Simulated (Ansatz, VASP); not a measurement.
# SiSO: VASP beside Ansatz, part 2 of 2

One calculation is typed for both programs; each brings its own data sets. How far apart do they land? The cell is taken from a series of runs on this material, whose earlier steps may have relaxed, scaled, displaced or heated it; both programs get it as it stands.

VASP 6.6.1 and Ansatz 0.2.0.

So far: Starting point; Ansatz: single point, PBEsol; VASP: single point, PBEsol; Differences; Ansatz: single point, r2SCAN.

## (6) VASP: single point, r2SCAN

Level of this step: r2SCAN; plane waves and PAW (Si, O, S) (VASP).

The same cell, functional and mesh now go to VASP, with its own data sets.

INCAR reads:

```
SYSTEM = SiSO
PREC = Accurate
ENCUT = 580
EDIFF = 1E-06
NELM = 120
ISMEAR = 0
SIGMA = 0.01
LREAL = .FALSE.
ALGO = Normal
METAGGA = R2SCAN
LASPH = .TRUE.
NBANDS = 14
LORBIT = 11
LWAVE = .FALSE.
LCHARG = .FALSE.
ISIF = 2
LDIPOL = .TRUE.
IDIPOL = 3
DIPOL = 0.5 0.5 0.503
LVHAR = .TRUE.
GGA_COMPAT = .FALSE.
EFERMI = MIDGAP
NELMDL = -8
LMIXTAU = .TRUE.
```

POSCAR reads:

```
SiSO
1.0
    2.9816107688      0.0000000000      0.0000000000
   -1.4908053844      2.5821506700      0.0000000000
    0.0000000000      0.0000000000     27.7000000000
Si O S
1 1 1
Direct
    0.0000000000      0.0000000000      0.5091276140
    0.3333333333      0.6666666667      0.5404036490
    0.6666666667      0.3333333333      0.4595963510
```

KPOINTS reads:

```
Automatic mesh
0
Gamma
9 9 1
0 0 0
```

The projector-augmented-wave data sets are Si, O and S (PBE family, release 64).

Run with:

```console
$ mpirun -np 1 vasp_std
```

Numbers of over 12 decimals in the logs are rounded to 6 here.

Log:

```text
[banner, memory and clock lines left out]
running    1 mpi-ranks, on    1 nodes
[...]
[... a notice as in an earlier step ...]

 LDA part: xc-table for (None), standard interpolation
 POSCAR, INCAR and KPOINTS ok, starting setup
[...]
entering main loop
       N       E                     dE             d eps       ncg     rms          rms(c)
DAV:   1     0.145697066960E+03    0.14570E+03   -0.56851E+03   344   0.895E+02
DAV:   2    -0.109515309698E+02   -0.15665E+03   -0.14351E+03   592   0.181E+02
DAV:   3    -0.313556116140E+02   -0.20404E+02   -0.20115E+02   450   0.877E+01
DAV:   4    -0.318599237799E+02   -0.50431E+00   -0.50240E+00   464   0.158E+01
[...]
DAV:  38    -0.264032935312E+02   -0.30402E-03   -0.38242E-05   452   0.527E-02    0.654E-02
DAV:  39    -0.264036455615E+02   -0.35203E-03   -0.12823E-05   378   0.337E-02    0.670E-02
DAV:  40    -0.264036454720E+02    0.89468E-07   -0.10887E-06   322   0.129E-02
   1 F= -.26403645E+02 E0= -.26403645E+02  d E =0.000000E+00
```

OUTCAR, selected parts (step 6):

```text
  Total        0.2240993      0.2240993     -0.3575564     -0.0000000      0.0000000      0.0000000
  in kB        1.6835993      1.6835993     -2.6862280     -0.0000000      0.0000000      0.0000000
  external PRESSURE =       0.2269902 kB  Pullay stress =       0.0000000 kB

 POSITION                                       TOTAL-FORCE (eV/Angst)
 -----------------------------------------------------------------------------------
      0.00000      0.00000     14.10283        -0.000000      0.000000     -0.071674
     -0.00000      1.72143     14.96918         0.000000      0.000000     -0.194541
      1.49081      0.86072     12.73082        -0.000000      0.000000      0.266215
 -----------------------------------------------------------------------------------
    total drift:                                0.000000      0.000000     -0.036766

  FREE ENERGIE OF THE ION-ELECTRON SYSTEM (eV)
  ---------------------------------------------------
  free  energy   TOTEN  =       -26.4036454720 eV

  energy  without entropy=      -26.4036454720  energy(sigma->0) =      -26.40364547

[... 1 part as in an earlier step ...]

[... 2 further parts left out ...]
[key lines of the parts left out:]
E-fermi :  -2.4646
```

## (7) Side by side

What differs besides the data sets and the points named for the pairs above, as far as they apply: VASP keeps PBE cores, Ansatz makes them for the functional; fixed occupations in Ansatz, narrow Gaussian smearing in VASP; the cutoff is 500 eV in Ansatz and 580 eV in VASP. Total energies have different zeros and are not compared.

The two programs side by side:

```csv
quantity,Ansatz,VASP,difference
gap on the k mesh (eV),1.756,1.751,+0.005
```

Forces (eV/Å; atoms numbered as in POSCAR):

| atom | Ansatz x, y, z | VASP x, y, z |
| --- | --- | --- |
| Si1 | 0.000, 0.000, -0.064 | 0.000, 0.000, -0.072 |
| O2 | 0.000, 0.000, -0.153 | 0.000, 0.000, -0.195 |
| S3 | 0.000, 0.000, 0.217 | 0.000, 0.000, 0.266 |

The forces differ by 22 meV/Å r.m.s., which is 19.2 % of the r.m.s. force of 0.112 eV/Å (both taken over all components). A gap on the mesh is an upper bound, since the band edges may lie between its points. VASP's last cycles still show a density residual of 7e-03, so its state may not be settled. With vacuum in the cell, a pressure given here is an average over mostly empty space and none of the material.

## (8) Ansatz: single point, PBEsol, spin-orbit coupling

A single point gives forces, pressure and levels at one fixed geometry, so differences don't come from the geometry; what else differs is listed under the comparison.

The cell is taken from a series of runs on this material, whose earlier steps may have relaxed, scaled, displaced or heated it; both programs get it as it stands.

input.yaml reads:

```yaml
crystal:
  lattice:
    - [2.9816107688, 0.0, 0.0]
    - [-1.4908053844, 2.58215067, 0.0]
    - [0.0, 0.0, 27.7]
  atoms:
    - { symbol: Si, position: [0.0, 0.0, 0.509127614] }
    - { symbol: O, position: [0.3333333333, 0.6666666667, 0.540403649] }
    - { symbol: S, position: [0.6666666667, 0.3333333333, 0.459596351] }
  periodic: [true, true, false]
kpoints:
  mp_grid: { grid: [9, 9, 1] }
  band_path:
    path:
      - [0, 0, 0]
      - [0.5, 0, 0]
      - [0.3333333333333, 0.3333333333333, 0]
      - [0, 0, 0]
    npoints: 10
hamiltonian:
  xc: pbesol
  pseudopotentials: { kind: paw_fr, azcp: { folder: soft_1 }, xc_functional: pbe }
scf:
  occupations: { method: fermi_dirac, width: 0.02 }
  n_extra_bands: 10
magnetization:
  noncollinear: true
  spin_orbit: true
output:
  eigenvalues: true
  forces: true
  stress: true
```

Run with:

```console
$ ansatz run input.yaml --threads 4 --pin off --max-ram 17510MiB --backend cpu --events-out ev --progress --plain --runs-dir out
```

Log:

```text
[...]
non-collinear run that drives no moment, with spin-orbit: no starting moment large enough to seed its density (crystal.atoms[].spin), no starting occupations that ask for one, no magnetisation constraint and no magnetic field, so the semilocal B_xc is pinned to zero
Crystal: 3 atoms, lattice volume = 213.261 Å³
[...]
k-point 2: bands = [... 12 lower, -8.0072, -8.0024, -6.2148, -6.2146, -2.6285, -2.6207, -0.9933 (-0.9933°), -0.9795 (-0.9795°), ... 6 higher]
  k-point 11: bands = [... 12 lower, -8.5083, -8.4884, -7.7137, -7.7102, -2.0085, -2.0007, 0.0797, 0.0916, ... 6 higher]
  ° read free of the cell's end (the report's vacuum.weakly_bound_levels)
[key lines of the parts left out:]
SCF converged after 9 iterations
Magnetization: |M| = 0.0000 μB,  M = (+0.0000, +0.0000, +0.0000) μB
Free energy (F): -2068.426560 eV
Fermi energy:    -4.774935 eV
P = ½ c Tr σ = 0.0048 N/m
```

## (9) VASP: single point, PBEsol, spin-orbit coupling

The same cell, functional, mesh and smearing now go to VASP, with its own data sets.

INCAR reads:

```
SYSTEM = SiSO
PREC = Accurate
ENCUT = 520
EDIFF = 1E-06
NELM = 200
ISMEAR = -1
SIGMA = 0.02
LREAL = .FALSE.
ALGO = Normal
GGA = PS
LNONCOLLINEAR = .TRUE.
MAGMOM = 0 0 0 0 0 0 0 0 0
NBANDS = 28
GGA_COMPAT = .FALSE.
LASPH = .TRUE.
LSORBIT = .TRUE.
LORBIT = 11
LWAVE = .FALSE.
LCHARG = .FALSE.
ISIF = 2
LDIPOL = .TRUE.
IDIPOL = 3
DIPOL = 0.5 0.5 0.503
LVHAR = .TRUE.
EFERMI = MIDGAP
NELMDL = -8
```

POSCAR is that of step 6.

KPOINTS is that of step 6.

Run with:

```console
$ mpirun -np 1 vasp_ncl
```

Log:

```text
[banner, memory and clock lines left out]
running    1 mpi-ranks, on    1 nodes
[...]
[... a notice as in an earlier step ...]

 LDA part: xc-table for (Slater+PW92), standard interpolation
 POSCAR, INCAR and KPOINTS ok, starting setup
[...]
entering main loop
       N       E                     dE             d eps       ncg     rms          rms(c)
DAV:   1     0.148755396811E+03    0.14876E+03   -0.53234E+03  1128   0.823E+02
DAV:   2     0.451303350638E+01   -0.14424E+03   -0.12965E+03  1664   0.185E+02
DAV:   3    -0.196285536402E+02   -0.24142E+02   -0.23784E+02  1436   0.896E+01
DAV:   4    -0.203458666105E+02   -0.71731E+00   -0.71395E+00  1448   0.185E+01
[...]
DAV:  26    -0.190677007865E+02   -0.25139E-05   -0.36949E-08  1084   0.815E-04    0.571E-04
DAV:  27    -0.190677032055E+02   -0.24190E-05   -0.49001E-08   976   0.102E-03    0.271E-04
DAV:  28    -0.190677038544E+02   -0.64885E-06   -0.18036E-08  1092   0.568E-04
   1 F= -.19067704E+02 E0= -.19067704E+02  d E =-.126919E-13  mag=    -0.0000     0.0000     0.0000
```

From OUTCAR (step 9):

```text
  Total        0.0759850      0.0759850     -0.0173961      0.0000000      0.0000000      0.0000000
  in kB        0.5708552      0.5708552     -0.1306926      0.0000000      0.0000000      0.0000000
  external PRESSURE =       0.3370060 kB  Pullay stress =       0.0000000 kB

 POSITION                                       TOTAL-FORCE (eV/Angst)
 -----------------------------------------------------------------------------------
      0.00000      0.00000     14.10283         0.000000      0.000000     -0.027783
     -0.00000      1.72143     14.96918         0.000000     -0.000000      0.024519
      1.49081      0.86072     12.73082        -0.000000      0.000000      0.003265
 -----------------------------------------------------------------------------------
    total drift:                                0.000000     -0.000000     -0.000158

  FREE ENERGIE OF THE ION-ELECTRON SYSTEM (eV)
  ---------------------------------------------------
  free  energy   TOTEN  =       -19.0677038544 eV

  energy  without entropy=      -19.0677038544  energy(sigma->0) =      -19.06770385

 magnetization (x)
# of ion       s       p       d       tot
------------------------------------------
    1        0.000   0.000   0.000   0.000
    2        0.000   0.000   0.000   0.000
    3        0.000   0.000   0.000   0.000
--------------------------------------------------
tot          0.000   0.000   0.000   0.000

 magnetization (y)
# of ion       s       p       d       tot
------------------------------------------
    1       -0.000   0.000   0.000  -0.000
    2        0.000   0.000   0.000   0.000
    3        0.000   0.000   0.000   0.000
--------------------------------------------------
tot         -0.000   0.000   0.000  -0.000

 magnetization (z)
# of ion       s       p       d       tot
------------------------------------------
    1        0.000   0.000   0.000   0.000
    2       -0.000  -0.000   0.000  -0.000
    3        0.000   0.000   0.000   0.000
--------------------------------------------------
tot          0.000  -0.000   0.000   0.000

[... 1 part as in an earlier step ...]

[... 2 further parts left out ...]
[key lines of the parts left out:]
E-fermi :  -2.4867
```

## (10) Comparison

What differs besides the data sets and the points named for the pairs above, as far as they apply: spin-orbit coupling enters by fully relativistic files in Ansatz and inside the spheres in VASP. Total energies have different zeros and are not compared.

Compared:

| quantity | Ansatz | VASP | difference |
| --- | --- | --- | --- |
| gap on the k mesh (eV) | 1.152 | 1.139 | +0.013 |

At this near-relaxed geometry the largest component of a force difference is 28 meV/Å. A gap on the mesh is an upper bound, since the band edges may lie between its points. With vacuum in the cell, a pressure given here is an average over mostly empty space and none of the material.

## (11) What came out

| Item | Value |
| --- | --- |
| r.m.s. force difference (single point, PBEsol) | 12 meV/Å |
| r.m.s. force difference (single point, r2SCAN) | 22 meV/Å |
| r.m.s. force difference (single point, PBEsol, spin-orbit coupling) | 12 meV/Å |

In words: The r.m.s. force difference is 22 meV/Å (single point, r2SCAN), beyond the 12 meV/Å picked in this series as the mark of a large difference. What causes the difference of the single point, PBEsol pair stays open here. What causes the difference of the single point, r2SCAN pair stays open here. What causes the difference of the single point, PBEsol, spin-orbit coupling pair stays open here. How closely two codes agree says nothing of how well the functional describes the real material.

[Lines on the potential files, build, host, timing and source positions are cut from VASP's logs without a mark.]

[Logs are printed without paths, hosts, clocks, repeated set-up lines and the standing remarks that a program may print on its own settings, such as how far it seeks lower states.]

[Hosts, paths, dates, database ids (printed as entryN), source tags and the programs' standing remarks are cut or masked in the printed files.]
